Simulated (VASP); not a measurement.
Computed with PBE GGA with D3 dispersion (Becke-Johnson damping), VASP's PBE PAW potentials (set 64) (plane waves; VASP).

A VASP calculation is set up with these files.

### POSCAR
```
BN
1
    1.2711590736    -2.2017123183     0.0000000000
    1.2711590736     2.2017123183    -0.0000000000
    0.0000000000     0.0000000000     4.2042474430
B N
2 2
Direct
  0.6666670000   0.3333330000   0.5002225297
  0.3333330000   0.6666670000   0.0002225297
  0.6666670000   0.3333330000   0.8747774703
  0.3333330000   0.6666670000   0.3747774703
```

File KPOINTS:
```
K-points
0
Gamma
  9 9 5
0 0 0
```

INCAR:
```
# general
SYSTEM=BN
PREC  =Accurate
ENCUT =520
LREAL =.FALSE.
LASPH =.TRUE.

# electronic loop
EDIFF =1E-6
NELM  =100
ALGO  =Normal

# smearing
ISMEAR=0
SIGMA =0.05

# functional
GGA   =PE
IVDW  =12

# ions
IBRION=2
NSW   =60
ISIF  =3
EDIFFG=-0.02

# output
LWAVE =.FALSE.
LCHARG=.FALSE.
```

POTCAR, in this order: B N (PBE.64 set). Program: vasp_std.

Question: What will the output report for the number of irreducible k-points (NKPTS), largest plane-wave count, number of space-group operations, FFT grid (NGX, NGY, NGZ)?

Answer: 
The number of irreducible k-points (NKPTS) is 36, the largest plane-wave count is 648 and the number of space-group operations is 12. The FFT grid (NGX, NGY, NGZ) comes out as 20 × 20 × 32.

The compound is BN in the wurtzite structure, a metastable high-pressure form. It was relaxed first. The start is the result of an earlier pass.
